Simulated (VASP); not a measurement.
Given:

```
CELL_PARAMETERS angstrom
     -1.67026     1.67026     1.67026
      1.67026    -1.67026     1.67026
      1.67026     1.67026    -1.67026
ATOMIC_POSITIONS crystal
  Ta 0.00000 0.00000 0.00000
```

Level of theory: SCAN meta-GGA, VASP's PBE PAW potentials (set 64) (plane waves; VASP 6.6.1). Settings: 520 eV cut-off, 16×16×16 Γ-centred mesh, first-order Methfessel-Paxton smearing of 0.10 eV, potentials Ta_pv.

Task: Give the stress tensor in GPa (positive for a compressed cell).

Result: 
```
-10.96    0.00    0.00
  0.00  -10.96    0.00
  0.00    0.00  -10.96
```
The pressure is its mean diagonal, -10.96 GPa.

The compound is Ta in the bcc structure. This cell is one point of a volume scan, at 1.06 of the reference volume.
